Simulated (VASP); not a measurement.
Level of theory: optB88-vdW, VASP's PBE PAW potentials (set 64) (plane waves; VASP).

VASP ran on this input.

**KPOINTS**
```
K-points
0
G
 7 7 7
```

INCAR:
```
# general
SYSTEM   = CeO2
PREC     = Accurate
ENCUT    = 520
LREAL    = F
LASPH    = T

# electronic loop
EDIFF    = 1E-7
NELM     = 100
ALGO     = Normal
LMAXMIX  = 6

# smearing
ISMEAR   = 0
SIGMA    = 0.05

# functional
GGA      = BO
LUSE_VDW = T
AGGAC    = 0.0
PARAM1   = 0.1833333333
PARAM2   = 0.22

# ions
ISIF     = 2

# output
LWAVE    = F
LCHARG   = F
```

File POSCAR:
```
CeO2
3.9367520
  0.0000000000   0.7071068522   0.7071068522
  0.7071068522   0.0000000000   0.7071068522
  0.7071068522   0.7071068522   0.0000000000
Ce O
1 2
Cart
  0.0000000000   0.0000000000   0.0000000000
  0.3535534261   0.3535534261   0.3535534261
  1.0606602783   1.0606602783   1.0606602783
```

POTCAR, in this order: Ce O (PBE.64 set). Program: vasp_std.

Output

### OUTCAR
```
 ion  position               nearest neighbor table
   1  0.000  0.000  0.000-   2 2.41   3 2.41   3 2.41   3 2.41   3 2.41   2 2.41   2 2.41   2 2.41
  LATTYP: Found a face centered cubic cell.
 ALAT       =     5.5674086290
 Subroutine PRICEL returns:
 Original cell was already a primitive cell.
 Subroutine GETGRP returns: Found 48 space group operations
The static configuration has the point symmetry O_h .
The dynamic configuration has the point symmetry O_h .
 Subroutine INISYM returns: Found 48 space group operations
 Subroutine IBZKPT returns following result:
 Found     20 irreducible k-points:

 Following reciprocal coordinates:
            Coordinates               Weight
  0.000000  0.000000  0.000000      1.000000
  0.142857  0.000000  0.000000      8.000000
  0.285714  0.000000  0.000000      8.000000
  0.428571  0.000000  0.000000      8.000000
  0.142857  0.142857  0.000000      6.000000
  0.285714  0.142857  0.000000     24.000000
  0.428571  0.142857  0.000000     24.000000
 -0.428571  0.142857  0.000000     24.000000
 -0.285714  0.142857  0.000000     24.000000
 -0.142857  0.142857  0.000000     12.000000
  0.285714  0.285714  0.000000      6.000000
  0.428571  0.285714  0.000000     24.000000
 -0.428571  0.285714  0.000000     24.000000
 -0.285714  0.285714  0.000000     12.000000
  0.428571  0.428571  0.000000      6.000000
 -0.428571  0.428571  0.000000     12.000000
  0.428571  0.285714  0.142857     24.000000
 -0.428571  0.285714  0.142857     48.000000
 -0.428571  0.428571  0.142857     24.000000
 -0.285714  0.428571  0.142857     24.000000
   k-points           NKPTS =     20   k-points in BZ     NKDIM =     20   number of bands    NBANDS=     16
   number of dos      NEDOS =    301   number of ions     NIONS =      3
   total plane-waves  NPLWV =  27000
   dimension x,y,z NGX =    30 NGY =   30 NGZ =   30
   dimension x,y,z NGXF=    60 NGYF=   60 NGZF=   60
...
```

### OSZICAR
```
       N       E                     dE             d eps       ncg     rms          rms(c)
DAV:   1     0.239882156180E+03    0.23988E+03   -0.11470E+04   640   0.195E+03
DAV:   2     0.185785953580E+02   -0.22130E+03   -0.21444E+03  1000   0.299E+02
DAV:   3    -0.246448610644E+02   -0.43223E+02   -0.39178E+02   832   0.151E+02
DAV:   4    -0.264171027839E+02   -0.17722E+01   -0.17721E+01   960   0.340E+01
DAV:   5    -0.265066659449E+02   -0.89563E-01   -0.89557E-01  1112   0.725E+00    0.250E+01
DAV:   6    -0.266621863317E+02   -0.15552E+00   -0.13010E+02  1000   0.598E+01    0.400E+01
DAV:   7    -0.229811839103E+02    0.36810E+01   -0.30339E+02  1144   0.140E+02    0.178E+01
DAV:   8    -0.224165959582E+02    0.56459E+00   -0.47984E+00   784   0.239E+01    0.133E+01
DAV:   9    -0.206769634620E+02    0.17396E+01   -0.67128E+00   968   0.209E+01    0.305E+00
DAV:  10    -0.205606689024E+02    0.11629E+00   -0.30484E-01   992   0.512E+00    0.234E+00
DAV:  11    -0.204842178168E+02    0.76451E-01   -0.14004E-01  1080   0.336E+00    0.182E+00
DAV:  12    -0.204344427831E+02    0.49775E-01   -0.87836E-02  1032   0.287E+00    0.104E+00
DAV:  13    -0.204347495514E+02   -0.30677E-03   -0.71687E-01   904   0.756E+00    0.143E+00
DAV:  14    -0.204816812020E+02   -0.46932E-01   -0.12502E-01  1136   0.275E+00    0.278E+00
DAV:  15    -0.204595349101E+02    0.22146E-01   -0.21504E-02   888   0.125E+00    0.240E+00
DAV:  16    -0.204100059420E+02    0.49529E-01   -0.34916E-01   968   0.488E+00    0.451E-01
DAV:  17    -0.204093866659E+02    0.61928E-03   -0.23403E-02  1128   0.130E+00    0.109E-01
DAV:  18    -0.204094550122E+02   -0.68346E-04   -0.28231E-04   728   0.141E-01    0.134E-01
DAV:  19    -0.204092723858E+02    0.18263E-03   -0.86527E-04  1048   0.243E-01    0.441E-02
DAV:  20    -0.204092557759E+02    0.16610E-04   -0.15242E-04   880   0.111E-01    0.606E-03
DAV:  21    -0.204092561726E+02   -0.39672E-06   -0.27080E-06   968   0.145E-02    0.148E-03
DAV:  22    -0.204092561640E+02    0.86443E-08   -0.50908E-07   800   0.553E-03
   1 F= -.20409256E+02 E0= -.20409256E+02  d E =-.796562E-13
```

**OUTCAR**
```
------------------------ aborting loop because EDIFF is reached ----------------------------------------
  FORCE on cell =-STRESS in cart. coord.  units (eV):
  Direction    XX          YY          ZZ          XY          YZ          ZX
  --------------------------------------------------------------------------------------
  Total       -2.4614160     -2.4614160     -2.4614160     -0.0000000     -0.0000000      0.0000000
  in kB      -91.4105443    -91.4105443    -91.4105443     -0.0000000     -0.0000000      0.0000000
  external PRESSURE =     -91.4105443 kB  Pullay stress =       0.0000000 kB
  volume of cell :       43.14
      direct lattice vectors                 reciprocal lattice vectors
     0.000000000  2.783704314  2.783704314    -0.179616778  0.179616778  0.179616778
     2.783704314  0.000000000  2.783704314     0.179616778 -0.179616778  0.179616778
     2.783704314  2.783704314  0.000000000     0.179616778  0.179616778 -0.179616778
 POSITION                                       TOTAL-FORCE (eV/Angst)
 -----------------------------------------------------------------------------------
      0.00000      0.00000      0.00000         0.000000     -0.000000      0.000000
      1.39185      1.39185      1.39185        -0.000000     -0.000000     -0.000000
      4.17556      4.17556      4.17556         0.000000      0.000000      0.000000
 -----------------------------------------------------------------------------------
    total drift:                                0.000000     -0.000000      0.000000
  FREE ENERGIE OF THE ION-ELECTRON SYSTEM (eV)
  ---------------------------------------------------
  free  energy   TOTEN  =       -20.4092561640 eV

  energy  without entropy=      -20.4092561640  energy(sigma->0) =      -20.40925616
```
(Selected blocks of OUTCAR.)

The compound is CeO2 in the fluorite structure. This cell is one point of a volume scan, at 1.06 of the reference volume. The run is not spin-polarised, so no magnetic state was tried.
